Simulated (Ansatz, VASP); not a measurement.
# Cross-check of Ir (Iridium) between VASP and Ansatz

Wanted: the spread between two codes on one cell, functional and k mesh.

Main program and level: Ansatz 0.2.0; plane waves, with VASP 6.6.1 beside it; relaxation of cell and atoms at PBEsol.

The database entry behind the starting cell differs from later determinations by our own check (0.1 to 0.3 % short, probably kX units), so it need not match the best structure at ambient conditions.

## Step 1: The starting structure

It takes space group Fm-3m (No. 225, cubic). The conventional cell has a = 3.831 Å, b = 3.831 Å, c = 3.831 Å, α = 90.00°, β = 90.00°, γ = 90.00°. Ir has 12 Ir at 2.71 Å nearest.

Coordinates:

```cif
data_structure
_symmetry_space_group_name_H-M 'Fm-3m'
_symmetry_Int_Tables_number 225
_cell_length_a 3.8312
_cell_length_b 3.8312
_cell_length_c 3.8312
_cell_angle_alpha 90.000
_cell_angle_beta 90.000
_cell_angle_gamma 90.000
_cell_volume 56.23
loop_
_atom_site_label
_atom_site_type_symbol
_atom_site_symmetry_multiplicity
_atom_site_Wyckoff_symbol
_atom_site_fract_x
_atom_site_fract_y
_atom_site_fract_z
_atom_site_occupancy
Ir1 Ir 4 a 0.00000 0.00000 0.00000 1
```

## Step 2: VASP: relaxation of cell and atoms, PBEsol

The relaxed volume is the usual yardstick between codes: its relative difference is about their pressure difference at one cell divided by the bulk modulus.

Lines of VASP's logs that name or quote its potential files are left out, and so is its time.

File INCAR:

```
SYSTEM = Ir
PREC = Accurate
ENCUT = 520
EDIFF = 1E-06
NELM = 100
ISMEAR = -1
SIGMA = 0.05
LREAL = .FALSE.
ALGO = Normal
GGA = PS
NBANDS = 10
LORBIT = 11
LWAVE = .FALSE.
LCHARG = .FALSE.
KPAR = 2
IBRION = 2
NSW = 60
ISIF = 3
EDIFFG = -0.01
```

File POSCAR:

```
Ir
1.0
    0.0000000000      1.9156000000      1.9156000000
    1.9156000000      0.0000000000      1.9156000000
    1.9156000000      1.9156000000      0.0000000000
Ir
1
Direct
    0.0000000000      0.0000000000      0.0000000000
```

File KPOINTS:

```
Automatic mesh
0
Gamma
12 12 12
0 0 0
```

The projector-augmented-wave data sets are Ir (PBE family, release 64).

Launch:

```bash
> mpirun -np 2 vasp_std
```

Numbers of over 12 decimals in the logs are rounded to 6 here.

The log of the run:

```text
[banner, memory and clock lines left out]
running    2 mpi-ranks, on    1 nodes
 distrk:  each k-point on    1 cores,    2 groups
 distr:  one band on    1 cores,    1 groups

 POSCAR found type information on POSCAR Ir
 POSCAR found :  1 types and       1 ions
|                                                                             |
|               ----> ADVICE to this user running VASP <----                  |
|                                                                             |
|     You enforced a specific xc type in the INCAR file but a different       |
|     [... a line on the potential file left out ...]
|     I HOPE YOU KNOW WHAT YOU ARE DOING!                                     |
|                                                                             |

 LDA part: xc-table for (Slater+PW92), standard interpolation
 POSCAR, INCAR and KPOINTS ok, starting setup
 FFT: planning ... GRIDC
 FFT: planning ... GRID_SOFT
 FFT: planning ... GRID
 WAVECAR not read
 entering main loop
       N       E                     dE             d eps       ncg     rms          rms(c)
DAV:   1     0.478039781712E+02    0.47804E+02   -0.42897E+03  1448   0.817E+02
DAV:   2    -0.957602030797E+01   -0.57380E+02   -0.54403E+02  1468   0.200E+02
DAV:   3    -0.104686231524E+02   -0.89260E+00   -0.89025E+00  1710   0.298E+01
DAV:   4    -0.104762496659E+02   -0.76265E-02   -0.76254E-02  1644   0.258E+00
DAV:   5    -0.104763968055E+02   -0.14714E-03   -0.14714E-03  1694   0.334E-01    0.160E+01
DAV:   6    -0.994478308167E+01    0.53161E+00   -0.92949E-01  1622   0.117E+01    0.628E+00
DAV:   7    -0.984700545554E+01    0.97778E-01   -0.28970E-01  1712   0.598E+00    0.144E+00
DAV:   8    -0.984561161625E+01    0.13938E-02   -0.20165E-03  1548   0.436E-01    0.128E+00
DAV:   9    -0.983983327070E+01    0.57783E-02   -0.29772E-03  1590   0.794E-01    0.457E-02
DAV:  10    -0.983980751953E+01    0.25751E-04   -0.29847E-05  2086   0.670E-02    0.298E-02
DAV:  11    -0.983980883218E+01   -0.13126E-05   -0.18516E-06  1550   0.101E-02    0.447E-03
DAV:  12    -0.983980888580E+01   -0.53627E-07   -0.38276E-08   768   0.227E-03
   1 F= -.98398089E+01 E0= -.98374301E+01  d E =-.983981E+01
 curvature:   0.00 expect dE= 0.000E+00 dE for cont linesearch  0.000E+00
 trial: gam= 0.00000 g(F)=  0.550E-64 g(S)=  0.101E-03 ort = 0.000E+00 (trialstep = 0.100E+01)
 search vector abs. value=  0.101E-03
 bond charge predicted
       N       E                     dE             d eps       ncg     rms          rms(c)
DAV:   1    -0.984038119698E+01   -0.57236E-03   -0.23965E-02  1578   0.222E+00    0.258E-01
DAV:   2    -0.983972921062E+01    0.65199E-03   -0.14685E-03  1580   0.471E-01    0.901E-02
DAV:   3    -0.983965645669E+01    0.72754E-04   -0.28042E-04  1720   0.183E-01    0.267E-02
DAV:   4    -0.983965575742E+01    0.69927E-06   -0.76550E-06  1678   0.267E-02
   2 F= -.98396558E+01 E0= -.98372609E+01  d E =0.153128E-03
 trial-energy change:    0.000153  1 .order    0.000142   -0.000101    0.000386
 step:   0.1875(harm=  0.2077)  dis= 0.00000  next Energy=    -9.839818 (dE=-0.941E-05)
 bond charge predicted
       N       E                     dE             d eps       ncg     rms          rms(c)
DAV:   1    -0.984029650299E+01   -0.64005E-03   -0.15897E-02  1574   0.180E+00    0.213E-01
DAV:   2    -0.983986278716E+01    0.43372E-03   -0.97045E-04  1578   0.384E-01    0.718E-02
DAV:   3    -0.983981731058E+01    0.45477E-04   -0.17940E-04  1726   0.146E-01    0.212E-02
DAV:   4    -0.983981840572E+01   -0.10951E-05   -0.51173E-06  1648   0.206E-02    0.147E-03
DAV:   5    -0.983981843317E+01   -0.27450E-07   -0.64904E-08   744   0.254E-03
   3 F= -.98398184E+01 E0= -.98374365E+01  d E =-.954736E-05
 curvature:  -0.10 expect dE=-0.318E-07 dE for cont linesearch -0.318E-07
 trial: gam=-0.05202 g(F)=  0.604E-64 g(S)=  0.307E-06 ort = 0.557E-05 (trialstep = 0.837E+00)
 search vector abs. value=  0.103E-08
 reached required accuracy - stopping structural energy minimisation
```

OUTCAR, selected parts (step 2):

```text
ion  position               nearest neighbor table
   1  0.000  0.000  0.000-

  LATTYP: Found a face centered cubic cell.
 ALAT       =     3.8312000000

 Subroutine GETGRP returns: Found 48 space group operations
 (whereof 48 operations were pure point group operations)

The static configuration has the point symmetry O_h .

 Found     72 irreducible k-points:

   k-points           NKPTS =     72   k-points in BZ     NKDIM =     72   number of bands    NBANDS=     10

   dimension x,y,z NGX =    20 NGY =   20 NGZ =   20
   dimension x,y,z NGXF=    40 NGYF=   40 NGZF=   40

   ENCUT  =  520.0 eV  38.22 Ry    6.18 a.u.   5.04  5.04  5.04*2*pi/ulx,y,z

   NELECT =       9.0000    total number of electrons

 k-points in reciprocal lattice and weights: Automatic mesh
   0.00000000  0.00000000  0.00000000       0.001
   0.08333333  0.00000000  0.00000000       0.005
   0.16666667  0.00000000  0.00000000       0.005
   0.25000000  0.00000000  0.00000000       0.005
   0.33333333  0.00000000  0.00000000       0.005
   0.41666667  0.00000000  0.00000000       0.005
   0.50000000  0.00000000  0.00000000       0.002
   0.08333333  0.08333333  0.00000000       0.003
   0.16666667  0.08333333  0.00000000       0.014
[...]
-0.33333333  0.50000000  0.16666667       0.007
  -0.25000000  0.50000000  0.25000000       0.003

 average (electrostatic) potential at core
       1 -48.5233

 E-fermi :  10.3777

 k-point     1 :       0.0000    0.0000    0.0000
  band No.  band energies     occupation
    ...
      2       6.4012      2.00000
      3       6.4012      2.00000
      4       6.4012      2.00000
      5       9.1458      2.00000
      6       9.1458      2.00000
      7      24.6547      0.00000
      8      30.2563      0.00000
      9      30.2563      0.00000
     10      30.2563      0.00000

 k-point     2 :       0.0833    0.0000    0.0000
  band No.  band energies     occupation
    ...
      2       6.2401      2.00000
      3       6.5325      2.00000
      4       6.5325      2.00000
      5       9.0635      2.00000
      6       9.0635      2.00000
      7      25.1835      0.00000
      8      28.8011      0.00000
      9      30.7658      0.00000
     10      30.7658      0.00000

 k-point     3 :       0.1667    0.0000    0.0000
  band No.  band energies     occupation
    ...
      2       5.9153      2.00000
      3       6.8005      2.00000
      4       6.8005      2.00000
      5       8.9837      2.00000
      6       8.9837      2.00000
      7      26.2390      0.00000
      8      26.6883      0.00000
      9      32.1876      0.00000
     10      32.1876      0.00000

  Total        0.0014553      0.0014553      0.0014553      0.0000000      0.0000000      0.0000000
  in kB        0.1657309      0.1657309      0.1657309      0.0000000      0.0000000      0.0000000
  external PRESSURE =       0.1657309 kB  Pullay stress =       0.0000000 kB

  energy-cutoff  :      520.00
  volume of cell :       14.07
      direct lattice vectors                 reciprocal lattice vectors
     0.000000000  1.916058058  1.916058058    -0.260952427  0.260952427  0.260952427
     1.916058058 -0.000000000  1.916058058     0.260952427 -0.260952427  0.260952427
     1.916058058  1.916058058 -0.000000000     0.260952427  0.260952427 -0.260952427

 POSITION                                       TOTAL-FORCE (eV/Angst)
 -----------------------------------------------------------------------------------
      0.00000      0.00000      0.00000         0.000000      0.000000     -0.000000
 -----------------------------------------------------------------------------------
    total drift:                               -0.000000     -0.000000     -0.000000

  FREE ENERGIE OF THE ION-ELECTRON SYSTEM (eV)
  ---------------------------------------------------
  free  energy   TOTEN  =        -9.8398184332 eV

  energy  without entropy=       -9.8350546027  energy(sigma->0) =       -9.83743652

 reached required accuracy - stopping structural energy minimisation

 total charge
# of ion       s       p       d       tot
------------------------------------------
    1        0.674   0.749   6.981   8.404

[... 3 further parts left out ...]
```

CONTCAR:

```
Ir
   1.00000000000000
     0.0000000000000000    1.9160580578484490    1.9160580578484490
     1.9160580578484490   -0.0000000000000000    1.9160580578484490
     1.9160580578484490    1.9160580578484490   -0.0000000000000000
  Ir
     1
Direct
     0.0000000000000000    0.0000000000000000    0.0000000000000000
```

## Step 3: Ansatz: relaxation of cell and atoms, PBEsol

Ansatz runs on its default PAW (the set named soft_2) files.

The same cell, functional, mesh and smearing now go to Ansatz, which takes its cutoff from its data sets.

File input.yaml:

```yaml
crystal:
  lattice:
    - [0.0, 1.9156, 1.9156]
    - [1.9156, 0.0, 1.9156]
    - [1.9156, 1.9156, 0.0]
  atoms:
    - { symbol: Ir, position: [0.0, 0.0, 0.0] }
hamiltonian:
  xc: pbesol
  pseudopotentials: { kind: paw }
kpoints:
  mp_grid: { grid: [12, 12, 12] }
scf:
  occupations: { method: fermi_dirac, width: 0.05 }
relax:
  f_tol: 0.01
  max_steps: 60
  cell: { stress_tol: 0.05 }
output:
  forces: true
  stress: true
```

Launch:

```bash
> ansatz run input.yaml --threads 4 --pin off --max-ram 9216MiB --backend cpu --events-out ev --progress --plain --runs-dir out
```

The log of the run:

```text
Engine: ansatz 0.2.0, aarch64-unknown-linux-gnu
Pseudopotentials: kind: paw
Pseudopotential: Ir, paw, valence charge 17, recommended cutoff 420 eV (normal), Ir.paw.azcp
Functional definition: PBEsol
  exchange = pbesol_x
  correlation = pbesol_c
Crystal: 1 atoms, lattice volume = 14.059 Å³
Basis set: ecut = 420 eV, 283 PW (Γ), exchange–correlation on 40×40×40 points (8 copies of the dense FFT grid, shifted against one another)
Bands: 13, of which v1, the nominal top of the filled ones, is band 9 counted from 1 (8 counted from 0)
Symmetry: 48 space group operations
Space group: Fm-3m (ITA 225), of the structure as read, at distance tolerance 2.4e-5 Å
k-points: 72 of 1728
Non-local potential: Ir, projectors of the file, l = 0: 3, l = 1: 2, l = 2: 2, l = 3: 1
PAW form: soft (Blöchl's): semilocal exchange-correlation on the pseudo side does not see the compensation charge
PAW frozen core: Ir, regenerated for the run's functional, and the local potential with it (the file was generated under x = pbe(κ = 0.804, μ = 0.219515), c = pbe(β = 0.066725))
PAW one-centre angular grid: Ir, 590 points (default); XC on 64 Gauss nodes
Initial density: superposition of atomic densities (neutral atoms: chi_scale 0, normalization atom), corrected by the library's trained network
Initial wavefunctions: pseudopotential atomic-orbital guess
Functional: x = pbesol(κ = 0.804, μ = 0.123457), c = pbesol(β = 0.046)
SCF iter   1: F=—  HF=-11799.056607 eV  |F-HF|=—  |Δ(HF+E_count)|=         —  Δρ=6.25e-3  dr2=2.36e-3  ethr=1.77e-3  ⟨swp⟩=5.2  Hψ=4844  notcnv=0
preconditioner: auto → none  [metal: Δε(μ)=0.023 eV  Ē_g=14.293 eV  σ=0.050 eV  W_gap=0.11  n_scr=0 (ndim 8)  ℏωp=29.7 eV  f_vac=0.000  D(μ)=0.56/eV (n_scr^D=0)]
SCF iter   2: F=—  HF=-11799.055938 eV  |F-HF|=—  |Δ(HF+E_count)|=   6.69e-4  Δρ=2.57e-3  dr2=1.52e-4  ethr=1.39e-5  ⟨swp⟩=2.4  Hψ=1954  notcnv=0
SCF iter   3: F=—  HF=-11799.056048 eV  |F-HF|=—  |Δ(HF+E_count)|=   1.10e-4  Δρ=1.07e-3  dr2=2.55e-5  ethr=8.92e-7  ⟨swp⟩=1.0  Hψ=938  notcnv=0
SCF iter   4: F=—  HF=-11799.056072 eV  |F-HF|=—  |Δ(HF+E_count)|=   2.34e-5  Δρ=5.44e-5  dr2=1.24e-7  ethr=1.50e-7  ⟨swp⟩=1.9  Hψ=1238  notcnv=0
iter 5 did not close the SCF: its close was put off for the readings that it lacked (scf_convergence_deferred on its scf_iter line)
SCF iter   5: F=-11799.056072 eV  HF=-11799.056072 eV  |F-HF|=6.22e-9  |Δ(HF+E_count)|=   5.40e-8  Δρ=7.85e-6  dr2=8.20e-9  ethr=7.32e-10  ⟨swp⟩=2.3  Hψ=1359  notcnv=0
SCF iter   6: F=-11799.056072 eV  HF=-11799.056072 eV  |F-HF|=1.27e-10  |Δ(HF+E_count)|=   2.82e-9  Δρ=1.24e-6  dr2=1.88e-10  ethr=4.82e-11  ⟨swp⟩=2.0  Hψ=2788  notcnv=0
SCF 1 converged in 6 iterations: F = -11799.056072 eV  dr2 = 1.88e-10
  greatest PAW one-centre occupation: 1.000 electrons in one spin orbital (limit 2), on the Ir atom at site 0 (counted from 0), in its partial waves of l = 0
relax step   1: F+E_penalty+E_count = -11799.05607173 eV  Δ(F+E_penalty+E_count) = +0.000e0 eV  max|allowed force component| = 0.000e0 eV/Å  Δτ_max = 0.0000 Å  P = -0.683 GPa  Ω = 14.059 Å³  (6 SCF iters, dr2 threshold 1.00e-7 eV, accepted)
[...]
relax step   2: F+E_penalty+E_count = -11799.05598425 eV  Δ(F+E_penalty+E_count) = +8.748e-5 eV  max|allowed force component| = 0.000e0 eV/Å  Δτ_max = 0.0000 Å  P = +1.236 GPa  Ω = 13.989 Å³  energy of the carried Pulay correction = +2.980e-5 eV  (3 SCF iters, dr2 threshold 1.00e-7 eV, rejected (line search))
[...]
relax step   3: F+E_penalty+E_count = -11799.05613553 eV  Δ(F+E_penalty+E_count) = -6.380e-5 eV  max|allowed force component| = 0.000e0 eV/Å  Δτ_max = 0.0000 Å  P = -0.005 GPa  Ω = 14.034 Å³  energy of the carried Pulay correction = +1.062e-5 eV  (5 SCF iters, accepted)
[...]
relax step   4: F+E_penalty+E_count = -11799.05612277 eV  Δ(F+E_penalty+E_count) = +1.276e-5 eV  max|allowed force component| = 0.000e0 eV/Å  Δτ_max = 0.0000 Å  P = -0.003 GPa  Ω = 14.034 Å³  stress off target by 2.80e-3 GPa  SCF on the basis re-selected at this cell (its energy is not comparable with the rows above)  (4 SCF iters)
basis re-selected at this cell: Δ(F+E_penalty+E_count) = +1.276e-5 eV, ΔP = +0.002 GPa vs the last step (what re-selecting the basis moved, of the pressure what is left beyond the Pulay correction that the steps carried, after the strain that the cell walked since its last selection, with what the two solves' SCF thresholds leave and, on support functions, any second-order correction that the steps lacked; it is no measure of the basis error at this ecutwfc). This SCF's stress stands 2.80e-3 GPa from its target on what of the cell is left free (relax.cell.stress_tol is 5.00e-2 GPa) and its largest allowed force component is 0.00e0 eV/Å (relax.f_tol is 1.00e-2 eV/Å): [rest of the remark cut]
SCF converged after 4 iterations
Free energy (F): -11799.056123 eV
Harris-Foulkes:  -11799.056123 eV  (|F-HF|=5.46e-12)
Internal energy: -11799.051418 eV  (E = F + TS)
E sigma→0 (E₀):  -11799.053770 eV
Entropy (-TS):   -0.004705 eV (-4.705 meV/atom)
Fermi energy:    25.950616 eV
--- Per-component energies (eV) ---
  E_band       = -81.755710
  E_kinetic    = 623.490035
  E_local      = -1056.712942  (includes V_loc(G=0)·N_el)
  E_nonlocal   = 75.777462
  E_hartree    = 405.068041
  E_xc         = -266.699075
  E_vxc        = -299.960757  (∫ρ·V_xc dr)
  E_paw        = -9088.711401  (= ΣΔE_a)
  E_vpaw       = -234.485757  (= ΣTr[D̂ρ^β])
  E_aug_tail   = 0.000051  (compensation charges beyond the density's cutoff)
  E_ewald      = -2491.528874
  E_core_change = 0.265285  (= ΣΔE_core)
  E_smearing   = -0.004705  (= −TS)
  E_closure    = 0.000000  (closes the sum)
  Σ components = -11799.056123   (vs F -11799.056123, Δ=0.00e0)
--- Forces (eV/Å), atoms counted from 1 ---
  atom   1  Ir     0.00000000     0.00000000    -0.00000000
  max |Σ_I F_I| component: 1.69e-32 eV/Å
--- Stress (GPa, compression-positive) ---
       -0.002801      -0.000000      -0.000000
       -0.000000      -0.002801      -0.000000
       -0.000000      -0.000000      -0.002801
  P = ⅓ Tr σ = -0.0028 GPa (-0.028 kbar)
--- Relaxed structure (3 steps of the walk, 2 accepted, 1 SCFs on fresh bases) ---
  F+E_penalty+E_count = -11799.05612277 eV   max|allowed force component| = 0.000e0 eV/Å   (the final SCF, on the basis selected at the relaxed cell)
  cell:  # Å, volume = 14.0340 Å³
    - [0, 1.914476, 1.914476]
    - [1.914476, 0, 1.914476]
    - [1.914476, 1.914476, 0.0]
  atoms:
    - { symbol: Ir, position: [0.0, 0.0, 0.0] }
```

The job ended after 0.92 s (4 threads of Arm Neoverse V2, shared host; peak memory 0.27 GiB).

## Step 4: Side by side

Known differences besides the potentials themselves: both relaxations stop at a tolerance, which leaves soft axes loose, and VASP keeps its plane-wave basis; the data sets hold 17 valence electrons in Ansatz (default PAW (the set named soft_2) files) and 9 in VASP; the cutoff is 420 eV in Ansatz and 520 eV in VASP; Ansatz makes its cores anew for this functional, VASP keeps those of its PBE data sets; VASP leaves aspherical gradient terms in its spheres out (LASPH is not set), Ansatz keeps them; Ansatz adds a Pulay correction to the stress that steers its cell, VASP none. Total energies have different zeros and are not compared.

The two programs side by side:

| quantity | Ansatz | VASP | difference |
| --- | --- | --- | --- |
| volume (Å³) | 14.03 | 14.07 | -0.25 % |
| edge a after relaxation, in the typed setting (Å) | 2.708 | 2.710 | -0.08 % |

The walks stopped with 0.00 GPa left in Ansatz and 0.02 GPa in VASP; each walk ends within a tolerance, so the volume difference is uncertain by about these residues over the bulk modulus, most in soft cells.

## Step 5: Outcome

- difference in volume (relaxation of cell and atoms, PBEsol): -0.25 %

In words: The difference in volume is -0.25 % (relaxation of cell and atoms, PBEsol), within the 1.2 % picked in this series as the mark of a large difference, as far as the stopping tolerances let one tell. Such differences can come from data sets, numerical settings and the points named under the comparisons, not from the functional's error against experiment.

[Lines on the potential files, build, host, timing and source positions are cut from VASP's logs without a mark.]

[Logs are printed without paths, hosts, clocks, repeated set-up lines and the standing remarks that a program may print on its own settings, such as how far it seeks lower states.]

[Hosts, paths, dates, database ids (printed as entryN), source tags and the programs' standing remarks are cut or masked in the printed files.]
